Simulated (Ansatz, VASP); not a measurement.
# Be72H143 (V_H1): VASP beside Ansatz, part 2 of 2

Wanted: the spread between two codes on one cell, functional and k mesh. The cell is taken from a series of runs on this material, whose earlier steps may have relaxed, scaled, displaced or heated it; both programs get it as it stands.

VASP 6.6.1 and Ansatz 0.2.0.

So far. Step 2 (VASP: single point, PBEsol): The run ends at a pressure of -0.15 GPa, with forces up to 12 eV/Å.

## (3) Ansatz: single point, PBEsol

Level of this step: Ansatz beside VASP: Kohn-Sham DFT, plane waves, PBEsol (Ansatz).

Ansatz runs on its default PAW (the set named soft_2) files.

The same cell, functional, mesh and smearing now go to Ansatz.

The input, input.yaml:

```yaml
crystal:
  lattice:
    - [11.97997845, 0.0, 0.0]
    - [3.99332615, -8.75735955, 7.53777216]
    - [3.99332615, -8.75735955, -7.53777216]
  atoms:
    - { symbol: Be, position: [0.17243165041, 0.12106228476, 0.37269603262] }
    - { symbol: Be, position: [0.16781219162, 0.37320888968, 0.12543123944] }
    - { symbol: Be, position: [0.25568441806, 0.41699871191, 0.41936632965] }
    - { symbol: Be, position: [0.18547599072, 0.16420896919, 0.16592789896] }
    - { symbol: Be, position: [0.14970874053, 0.33152941122, 0.33449418464] }
    - { symbol: Be, position: [0.07481066837, 0.08243932487, 0.08381375366] }
    - { symbol: H, position: [0.21791608888, 0.36928260001, 0.21900084867] }
    - { symbol: H, position: [0.21898398916, 0.21508249401, 0.37309677324] }
    - { symbol: H, position: [0.05728576482, 0.46563237335, 0.12319288026] }
    - { symbol: H, position: [0.27800319178, 0.37552317834, 0.03197733127] }
    - { symbol: H, position: [0.30805218739, 0.15794367441, 0.16497364818] }
    - { symbol: H, position: [0.14291816524, 0.40852349884, 0.41112501362] }
    - { symbol: H, position: [0.0259712841, 0.33664098112, 0.34165221982] }
    - { symbol: H, position: [0.19073142058, 0.08807306921, 0.09011365607] }
    - { symbol: H, position: [0.06564124311, 0.1090410531, 0.4666209081] }
    - { symbol: H, position: [0.28379546608, 0.02163630319, 0.37066649712] }
    - { symbol: H, position: [0.11756940761, 0.28007170888, 0.12974772649] }
    - { symbol: H, position: [0.11961904806, 0.12448730434, 0.28219901925] }
    - { symbol: Be, position: [0.16722305439, 0.1247489908, 0.87582793596] }
    - { symbol: Be, position: [0.16474616457, 0.37417637063, 0.62748209389] }
    - { symbol: Be, position: [0.26142834281, 0.4161857814, 0.91644530557] }
    - { symbol: Be, position: [0.1828419294, 0.16468081061, 0.66834863406] }
    - { symbol: Be, position: [0.1498476446, 0.33392967472, 0.83472702602] }
    - { symbol: Be, position: [0.07456500795, 0.08081070493, 0.58512082287] }
    - { symbol: H, position: [0.21744289006, 0.37111331726, 0.71816576568] }
    - { symbol: H, position: [0.21755535922, 0.21777077122, 0.8716647182] }
    - { symbol: H, position: [0.05464434169, 0.46635377299, 0.62282490718] }
    - { symbol: H, position: [0.27476431178, 0.37894584102, 0.53327883616] }
    - { symbol: H, position: [0.30634767297, 0.15879190055, 0.66464567191] }
    - { symbol: H, position: [0.14622134966, 0.40976549224, 0.91012941089] }
    - { symbol: H, position: [0.02667798684, 0.34050698955, 0.83886871633] }
    - { symbol: H, position: [0.1897248565, 0.08824704334, 0.59120976372] }
    - { symbol: H, position: [0.05763630119, 0.12136007041, 0.96883671976] }
    - { symbol: H, position: [0.27747626606, 0.03219037551, 0.87992826761] }
    - { symbol: H, position: [0.11703441883, 0.28044444229, 0.6285025347] }
    - { symbol: H, position: [0.11608397389, 0.12655346671, 0.78391829305] }
    - { symbol: Be, position: [0.16327885438, 0.62234667624, 0.37484298193] }
    - { symbol: Be, position: [0.16872516815, 0.87330078327, 0.1246977309] }
    - { symbol: Be, position: [0.25666251082, 0.91162614369, 0.42431364386] }
    - { symbol: Be, position: [0.18167026163, 0.66493515819, 0.16584455426] }
    - { symbol: Be, position: [0.14814513909, 0.82985050396, 0.33236775801] }
    - { symbol: Be, position: [0.06978968397, 0.58262613241, 0.08599602669] }
    - { symbol: H, position: [0.21902593206, 0.86901970744, 0.21916493654] }
    - { symbol: H, position: [0.21652160537, 0.7140022475, 0.36966983393] }
    - { symbol: H, position: [0.05919911571, 0.96665099913, 0.12267471901] }
    - { symbol: H, position: [0.27929692064, 0.87586855038, 0.03258802829] }
    - { symbol: H, position: [0.30504353247, 0.65863444973, 0.16136903881] }
    - { symbol: H, position: [0.14865675874, 0.8985262703, 0.41263439429] }
    - { symbol: H, position: [0.0246090652, 0.83881864998, 0.33872947022] }
    - { symbol: H, position: [0.1860191443, 0.58984324487, 0.08972336943] }
    - { symbol: H, position: [0.05531013419, 0.62084474659, 0.46979294849] }
    - { symbol: H, position: [0.27532806027, 0.53100828483, 0.37791192607] }
    - { symbol: H, position: [0.11566848974, 0.78194119557, 0.12975937108] }
    - { symbol: H, position: [0.11396869505, 0.62627092348, 0.28184320542] }
    - { symbol: Be, position: [0.16355362985, 0.62477076632, 0.87889789748] }
    - { symbol: Be, position: [0.16651807929, 0.87149716756, 0.6317657632] }
    - { symbol: Be, position: [0.26301472461, 0.91592101137, 0.91673485846] }
    - { symbol: Be, position: [0.18048788114, 0.66232029255, 0.67227468128] }
    - { symbol: Be, position: [0.15049232135, 0.8327370961, 0.83734757428] }
    - { symbol: Be, position: [0.06944081543, 0.58246985591, 0.5866133789] }
    - { symbol: H, position: [0.2205050048, 0.86786452422, 0.72097915259] }
    - { symbol: H, position: [0.21559642502, 0.71637004674, 0.8755719846] }
[... 48 lines left out ...]
    - { symbol: Be, position: [0.50459471457, 0.87889893674, 0.11774530844] }
    - { symbol: Be, position: [0.60238218624, 0.9276016468, 0.41834855351] }
    - { symbol: Be, position: [0.51649582307, 0.67159242544, 0.16378777927] }
    - { symbol: Be, position: [0.50781932801, 0.85202200095, 0.32739912901] }
    - { symbol: Be, position: [0.40277473752, 0.58544387392, 0.08362388056] }
    - { symbol: H, position: [0.55988498642, 0.87843874279, 0.20698690881] }
    - { symbol: H, position: [0.54341499093, 0.7277854088, 0.37520115432] }
    - { symbol: H, position: [0.39136815236, 0.9685480831, 0.12378534628] }
    - { symbol: H, position: [0.61460650246, 0.88151769489, 0.02779046979] }
    - { symbol: H, position: [0.64029145274, 0.65827776441, 0.16176043163] }
    - { symbol: H, position: [0.48414586615, 0.9342249444, 0.40260933037] }
    - { symbol: H, position: [0.37794691105, 0.82197560943, 0.35270965946] }
    - { symbol: H, position: [0.51630575845, 0.58897213717, 0.09790972602] }
    - { symbol: H, position: [0.37030742314, 0.63449379185, 0.477365607] }
    - { symbol: H, position: [0.45217946005, 0.78698839358, 0.12404522629] }
    - { symbol: H, position: [0.45094257347, 0.63669506549, 0.28416709378] }
    - { symbol: Be, position: [0.5007422634, 0.6277456587, 0.87260317086] }
    - { symbol: Be, position: [0.50071772306, 0.87651179494, 0.62488941772] }
    - { symbol: Be, position: [0.59749987399, 0.91901864841, 0.9123366798] }
    - { symbol: Be, position: [0.51709277092, 0.66712259574, 0.66373837822] }
    - { symbol: Be, position: [0.48357056993, 0.83594335655, 0.83420061628] }
    - { symbol: Be, position: [0.40013578251, 0.58841428542, 0.58842079168] }
    - { symbol: H, position: [0.54973614058, 0.87409633094, 0.71754041651] }
    - { symbol: H, position: [0.55142755584, 0.71988203647, 0.87042250832] }
    - { symbol: H, position: [0.3910679442, 0.96838565642, 0.61499189576] }
    - { symbol: H, position: [0.61290092151, 0.88027307969, 0.53360877738] }
    - { symbol: H, position: [0.64061969854, 0.65949240161, 0.65753211199] }
    - { symbol: H, position: [0.48084310338, 0.91224049003, 0.90944840725] }
    - { symbol: H, position: [0.36042263421, 0.84152517673, 0.83953437922] }
    - { symbol: H, position: [0.51868623348, 0.59242453175, 0.58659113304] }
    - { symbol: H, position: [0.39131780832, 0.62387197624, 0.96673842245] }
    - { symbol: H, position: [0.61183273811, 0.53560246608, 0.87341065293] }
    - { symbol: H, position: [0.45303865324, 0.78378729926, 0.62206272472] }
    - { symbol: H, position: [0.44839272683, 0.63290691726, 0.78026473168] }
    - { symbol: Be, position: [0.8387862976, 0.12216794429, 0.37324706922] }
    - { symbol: Be, position: [0.83587337397, 0.37281428256, 0.12350044887] }
    - { symbol: Be, position: [0.92697045398, 0.41439230482, 0.41538019317] }
    - { symbol: Be, position: [0.8552433715, 0.16359093851, 0.16341601289] }
    - { symbol: Be, position: [0.82594917768, 0.32613462303, 0.33097409786] }
    - { symbol: Be, position: [0.7425040524, 0.08412300361, 0.08171795217] }
    - { symbol: H, position: [0.88948582152, 0.36676442849, 0.2151205443] }
    - { symbol: H, position: [0.89372648472, 0.21162090687, 0.36885257706] }
    - { symbol: H, position: [0.72452758355, 0.46600568893, 0.12515180857] }
    - { symbol: H, position: [0.9448106174, 0.37792740284, 0.03055508005] }
    - { symbol: H, position: [0.97777664094, 0.15741138338, 0.16047938604] }
    - { symbol: H, position: [0.81263240109, 0.40516451325, 0.40767336715] }
    - { symbol: H, position: [0.70452129305, 0.3375993501, 0.32248842575] }
    - { symbol: H, position: [0.85861429487, 0.08770657609, 0.08839275783] }
    - { symbol: H, position: [0.72454017825, 0.1303030036, 0.46796225356] }
    - { symbol: H, position: [0.94533816432, 0.02829986131, 0.38394838767] }
    - { symbol: H, position: [0.78650230268, 0.27934869314, 0.12680693142] }
    - { symbol: H, position: [0.78888242738, 0.1245434634, 0.28062871176] }
    - { symbol: Be, position: [0.83533407267, 0.12524878706, 0.87385256147] }
    - { symbol: Be, position: [0.83269934788, 0.37431149898, 0.62479400581] }
    - { symbol: Be, position: [0.92916226498, 0.41626859955, 0.91471427864] }
    - { symbol: Be, position: [0.85157305083, 0.16518109331, 0.66555730263] }
    - { symbol: Be, position: [0.81803811025, 0.33458482685, 0.8323181449] }
    - { symbol: Be, position: [0.7381961075, 0.08338017951, 0.58633936189] }
    - { symbol: H, position: [0.88470548539, 0.37175640638, 0.71587588707] }
    - { symbol: H, position: [0.88496853457, 0.21842396163, 0.87009211543] }
    - { symbol: H, position: [0.72195168139, 0.46660350972, 0.62097134388] }
    - { symbol: H, position: [0.94185374831, 0.37863705606, 0.53121135613] }
    - { symbol: H, position: [0.97602141963, 0.16039215608, 0.65550637475] }
    - { symbol: H, position: [0.81351392007, 0.41025473685, 0.90848959417] }
    - { symbol: H, position: [0.69438595707, 0.34123288302, 0.83686782388] }
    - { symbol: H, position: [0.85406675264, 0.08905485694, 0.59070279627] }
    - { symbol: H, position: [0.72490286148, 0.12239803325, 0.96685978276] }
    - { symbol: H, position: [0.94504452139, 0.03234200013, 0.87804523535] }
    - { symbol: H, position: [0.78343576567, 0.28079089133, 0.62754539167] }
    - { symbol: H, position: [0.78505458987, 0.1272950822, 0.78152430552] }
    - { symbol: Be, position: [0.83091055216, 0.62412908317, 0.37399720645] }
    - { symbol: Be, position: [0.83557943296, 0.87463756393, 0.1232850178] }
    - { symbol: Be, position: [0.92866693897, 0.91292284217, 0.41753557197] }
    - { symbol: Be, position: [0.84917390458, 0.66584267229, 0.1659195613] }
    - { symbol: Be, position: [0.81736930789, 0.83474115794, 0.33217373705] }
    - { symbol: Be, position: [0.73803185982, 0.58288511257, 0.08487519768] }
    - { symbol: H, position: [0.88546913813, 0.87090143275, 0.21674820912] }
    - { symbol: H, position: [0.87765682376, 0.71811269641, 0.37477691465] }
    - { symbol: H, position: [0.72581311199, 0.96872473504, 0.12127530601] }
    - { symbol: H, position: [0.94560542426, 0.87719689835, 0.03092559419] }
    - { symbol: H, position: [0.97251479926, 0.65723450214, 0.16346013058] }
    - { symbol: H, position: [0.81266626689, 0.91059796453, 0.40866385319] }
    - { symbol: H, position: [0.68929925237, 0.85150106351, 0.3363262268] }
    - { symbol: H, position: [0.85322482399, 0.58986688274, 0.09064809598] }
    - { symbol: H, position: [0.72137715996, 0.6192882962, 0.46701416576] }
    - { symbol: H, position: [0.94110168838, 0.53080520446, 0.37468142949] }
    - { symbol: H, position: [0.78360959028, 0.78266459469, 0.12763431328] }
    - { symbol: H, position: [0.77807384999, 0.63150681082, 0.28196976465] }
    - { symbol: Be, position: [0.83213902678, 0.62469795694, 0.87519183346] }
    - { symbol: Be, position: [0.83401758345, 0.87252871997, 0.62531318871] }
    - { symbol: Be, position: [0.93000792753, 0.9162336492, 0.91497626678] }
    - { symbol: Be, position: [0.84832586518, 0.6644666416, 0.66672807892] }
    - { symbol: Be, position: [0.81733733201, 0.83436814609, 0.83334304445] }
    - { symbol: Be, position: [0.73780023106, 0.5824470788, 0.58296555558] }
    - { symbol: H, position: [0.88414508129, 0.87210927602, 0.71694176246] }
    - { symbol: H, position: [0.8820501439, 0.71783893362, 0.87199850676] }
    - { symbol: H, position: [0.7253097147, 0.96683042723, 0.61595410376] }
    - { symbol: H, position: [0.94493652214, 0.8724116483, 0.53239564601] }
    - { symbol: H, position: [0.97188423378, 0.65896235009, 0.66106124184] }
    - { symbol: H, position: [0.81445162832, 0.91033263356, 0.90848048017] }
    - { symbol: H, position: [0.69350721928, 0.84281046814, 0.8370908894] }
    - { symbol: H, position: [0.85267968117, 0.58972852558, 0.58929524088] }
    - { symbol: H, position: [0.72221856036, 0.62051436951, 0.9691125238] }
    - { symbol: H, position: [0.9428964554, 0.53271483762, 0.87836299698] }
    - { symbol: H, position: [0.78164121159, 0.78121156352, 0.62949534211] }
    - { symbol: H, position: [0.78116056153, 0.62745834327, 0.78291181388] }
  host:
    repeats: [3, 2, 2]
    atoms:
      - { symbol: Be, position: [0.5, 0.25, 0.75] }
      - { symbol: Be, position: [0.5, 0.75, 0.25] }
      # ... 16 more atoms of the perfect host
total_charge: 1
basis:
  ecutwfc: 420
  xc_grid: 2
hamiltonian:
  xc: pbesol
kpoints:
  mp_grid: { grid: [1, 1, 1] }
scf:
  occupations: { method: fermi_dirac, width: 0.01 }
  max_iter: 100
output:
  forces: true
  charged_corrections:
    epsilon: [3.63, 3.74, 3.59]
    static_epsilon: [4.37, 5.16, 5.26]
    defect_position: [0.610062, 0.532222, 0.378227]
checkpoint:
  read: "../qp1.relax_smeared.run"
  write: "../cc1.qp1.l1.6.run"
  compress: false
  write_wavefunctions: false
  write_every: 100000
```

On the command line:

```bash
> ansatz run input.yaml --threads 4 --pin off --max-ram 7536MiB --backend cpu --events-out ev --progress --plain --runs-dir out
```

Numbers of over 12 decimals in the logs are rounded to 6 here.

Output:

```text
Warning: checkpoint.read: the run can stay near the saved state's solution: 215 site(s) moved relative to the saved geometry (max |Δs| = 4.583e-2 fractional); the SCF starts from the saved state under `checkpoint.density_extrapolation: transplant`, in force with no word given; its orbitals are not used off its sites. A run without `checkpoint.read` takes nothing of the state. A lower free energy from it at the same positions (and U, V and field ramp, if any) shows a solution that this start missed, and an equal or higher one rules none out (checkpoint.read, Limitations, in the input reference)
Engine: ansatz 0.2.0, x86_64-unknown-linux-gnu
Pseudopotentials: kind: paw
Pseudopotential: Be, paw, valence charge 2, recommended cutoff 420 eV (normal), Be.paw.azcp
Pseudopotential: H, paw, valence charge 1, recommended cutoff 420 eV (normal), H.paw.azcp
Functional definition: PBEsol
  exchange = pbesol_x
  correlation = pbesol_c
Crystal: 215 atoms, lattice volume = 1581.620 Å³
Basis set: ecut = 420 eV, 30935 PW (Γ), exchange–correlation on 162×180×180 points (8 copies of the dense FFT grid, shifted against one another)
Bands: 358, of which v1, the nominal top of the filled ones, is band 143 counted from 1 (142 counted from 0)
Symmetry: 1 space group operations
Space group: P1 (ITA 1), of the structure as read, at distance tolerance 1.2e-4 Å
k-points: 1
Non-local potential: Be, projectors of the file, l = 0: 2, l = 1: 2, l = 2: 1
Non-local potential: H, projectors of the file, l = 0: 2, l = 1: 1
PAW form: soft (Blöchl's): semilocal exchange-correlation on the pseudo side does not see the compensation charge
PAW frozen core: Be, regenerated for the run's functional, and the local potential with it (the file was generated under x = pbe(κ = 0.804, μ = 0.219515), c = pbe(β = 0.066725))
PAW one-centre angular grid: Be, 110 points (default); XC on 64 Gauss nodes
PAW one-centre angular grid: H, 110 points (default); XC on 64 Gauss nodes
Initial density: read from a saved state, or passed on in memory by an earlier SCF of this step, an earlier step, the calling program or the single point that the run made first, carried with its atoms to this geometry
Initial wavefunctions: pseudopotential atomic-orbital guess
Functional: x = pbesol(κ = 0.804, μ = 0.123457), c = pbesol(β = 0.046)
iter 1 solved again at ethr=6.58e-4 eV; its pass at ethr=3.10e-3 eV (dr2=1.88e0 eV) is discarded
SCF iter   1: F=—  HF=-8747.790913 eV  |F-HF|=—  |Δ(HF+E_count)|=         —  Δρ=1.21e-2  dr2=1.90e0  ethr=6.58e-4  ⟨swp⟩=5.0  Hψ=2897  notcnv=0
preconditioner: auto → Resta (q_TF=auto, 2.052 Å⁻¹)  ε∞=2.7  [insulator: Δε(μ)=4.127 eV  Ē_g=11.959 eV  σ=0.010 eV  W_gap=1.00  n_scr=228 (ndim 8)  ℏωp=15.8 eV  f_vac=0.005  D(μ)=0.00/eV (n_scr^D=0)  ε∞_Penn≈2.7]
SCF iter   2: F=—  HF=-8747.377409 eV  |F-HF|=—  |Δ(HF+E_count)|=   4.14e-1  Δρ=5.55e-3  dr2=3.72e-1  ethr=6.58e-4  ⟨swp⟩=2.0  Hψ=715  notcnv=0
SCF iter   3: F=—  HF=-8747.310372 eV  |F-HF|=—  |Δ(HF+E_count)|=   6.70e-2  Δρ=6.92e-4  dr2=7.41e-3  ethr=1.30e-4  ⟨swp⟩=2.0  Hψ=559  notcnv=0  defer=199
SCF iter   4: F=—  HF=-8747.311660 eV  |F-HF|=—  |Δ(HF+E_count)|=   1.29e-3  Δρ=1.24e-4  dr2=5.30e-4  ethr=2.59e-6  ⟨swp⟩=2.0  Hψ=293  notcnv=0  defer=19
automatic band count: iteration 4 solves 166 bands in place of 358: the levels show a gap, and the empty bands left out lie too high to hold charge; the band table lists the bands solved (type scf.n_extra_bands for more)
SCF iter   5: F=—  HF=-8747.312180 eV  |F-HF|=—  |Δ(HF+E_count)|=   5.20e-4  Δρ=3.32e-5  dr2=3.92e-5  ethr=1.85e-7  ⟨swp⟩=2.0  Hψ=290  notcnv=0  defer=19
SCF iter   6: F=—  HF=-8747.312342 eV  |F-HF|=—  |Δ(HF+E_count)|=   1.62e-4  Δρ=8.13e-6  dr2=2.27e-6  ethr=1.37e-8  ⟨swp⟩=2.0  Hψ=290  notcnv=0  defer=19
SCF iter   7: F=—  HF=-8747.312348 eV  |F-HF|=—  |Δ(HF+E_count)|=   6.41e-6  Δρ=1.92e-6  dr2=1.02e-7  ethr=3.50e-11  ⟨swp⟩=9.0  Hψ=896  notcnv=0
SCF iter   8: F=-8747.312348 eV  HF=-8747.312348 eV  |F-HF|=7.60e-9  |Δ(HF+E_count)|=   4.03e-7  Δρ=4.48e-7  dr2=5.30e-9  ethr=3.50e-11  ⟨swp⟩=5.0  Hψ=661  notcnv=0
SCF 1 converged in 8 iterations: F = -8747.312348 eV  dr2 = 5.30e-9
[...]
SCF converged after 8 iterations
Free energy (F): -8747.312348 eV
Harris-Foulkes:  -8747.312348 eV  (|F-HF|=7.60e-9)
Internal energy: -8747.312348 eV  (E = F + TS)
E sigma→0 (E₀):  -8747.312348 eV
Fermi energy:    1.327226 eV
--- Per-component energies (eV) ---
  E_band       = -1001.732928
  E_kinetic    = 3383.468325
  E_local      = -3106.495483  (includes V_loc(G=0)·N_el)
  E_nonlocal   = 552.767455
  E_hartree    = 721.857746
  E_xc         = -2629.799276
  E_vxc        = -3082.825534  (∫ρ·V_xc dr)
  E_paw        = -4194.432095  (= ΣΔE_a)
  E_vpaw       = -192.178520  (= ΣTr[D̂ρ^β])
[...]
atom  93  Be    -0.01919145    -0.01829309    -0.01507539
  atom  94  Be    -0.03736691    -0.10530275     0.14092470
  atom  95  Be     0.01406280     0.06295745     0.11654879
  atom  96  Be     0.00572216     0.02883575     0.01389865
  atom  97  H      0.01036704    -0.07478584    -0.12404846
  atom  98  H     -0.01097883     0.00239654    -0.02968141
  atom  99  H      0.06480858    -0.09840163    -0.04984085
  atom 100  H     -0.41069071     0.55209920     0.04934084
[...]
atom 212  H      0.02571935     0.02961303     0.03629255
  atom 213  H     -0.00016018     0.00627506     0.00845701
  atom 214  H      0.00590400    -0.01119232     0.00938090
  atom 215  H      0.00651838    -0.00295068     0.00636587
  max |Σ_I F_I| component: 2.62e-5 eV/Å
--- Charged-cell corrections in eV (Makov–Payne, q = +1.000 e, ε = [3.630, 3.740, 3.590] of the electrons, [4.370, 5.160, 5.260] with the ions) ---
  F (periodic)     = -8747.312348  (uncorrected; the corrections below are reported, never added to it)
  E_corr1          = +0.484982  (monopole, q²α_M/2ε̄L, of the cell on which ε is isotropic)
  F Makov-Payne    = n/a  (the rows are of the electrons' constant alone; ansatz place-levels tells what screens the charge)
  no potential alignment in this run, which stands beside a crystal: run the host's input off ansatz write-host-input, and read the two finished runs by ansatz place-levels (neither reads a slab, a wire or a sheet, whose cell leaves a vacuum)
--- Band table (eV) ---
  k-point 0: bands = [... 139 lower, -1.0037, -0.9338, -0.8543, -0.7402, 3.3947, 3.7537, 3.9887, 4.1022, ... 19 higher]
```

## (4) Differences

Known differences besides the potentials themselves: the cutoff is 420 eV in Ansatz and 520 eV in VASP (PREC = Accurate, projectors in real space); Ansatz makes its cores anew for this functional, VASP keeps those of its PBE data sets. Total energies have different zeros and are not compared.

Compared:

| quantity | Ansatz | VASP | difference |
| --- | --- | --- | --- |
| gap on the k mesh (eV) | 4.135 | 4.131 | +0.004 |

Forces on 8 of the 215 atoms, those with the largest forces and the largest differences (eV/Å; atoms numbered as in POSCAR):

| atom | Ansatz x, y, z | VASP x, y, z |
| --- | --- | --- |
| Be27 | 4.707, -4.242, 2.154 | 4.700, -4.234, 2.139 |
| Be37 | 1.613, 7.213, -8.975 | 1.585, 7.157, -8.908 |
| H122 | -4.152, 3.370, -0.775 | -4.142, 3.365, -0.779 |
| H126 | 0.094, 0.581, -0.731 | 0.099, 0.569, -0.725 |
| H146 | -0.796, -0.194, 0.298 | -0.781, -0.186, 0.285 |
| H151 | -1.132, -6.122, 7.407 | -1.128, -6.066, 7.337 |
| H153 | 0.197, -0.087, 1.112 | 0.194, -0.079, 1.121 |
| H155 | 0.045, -0.888, 0.216 | 0.042, -0.892, 0.205 |

The forces differ by 7.6 meV/Å r.m.s., which is 1.1 % of the r.m.s. force of 0.689 eV/Å (both taken over all components). A gap on the mesh is an upper bound, since the band edges may lie between its points. The cell carries a charge of +1 e against a uniform background, so its pressure also hangs on how the neutralising background is counted, and in a defect's cell a gap may be the spacing between its levels.

## (5) Results

```json
{
 "r.m.s. force difference (single point, PBEsol)": "1.1 % of the r.m.s. force"
}
```

In words: The r.m.s. force difference is 1.1 % of the r.m.s. force (single point, PBEsol), within the 3 % picked in this series as the mark of a large difference. How closely two codes agree says nothing of how well the functional describes the real material.

[Lines on the potential files, build, host, timing and source positions are cut from VASP's logs without a mark.]

[Logs are printed without paths, hosts, clocks, repeated set-up lines and the standing remarks that a program may print on its own settings, such as how far it seeks lower states.]

[Hosts, paths, dates, database ids (printed as entryN), source tags and the programs' standing remarks are cut or masked in the printed files.]
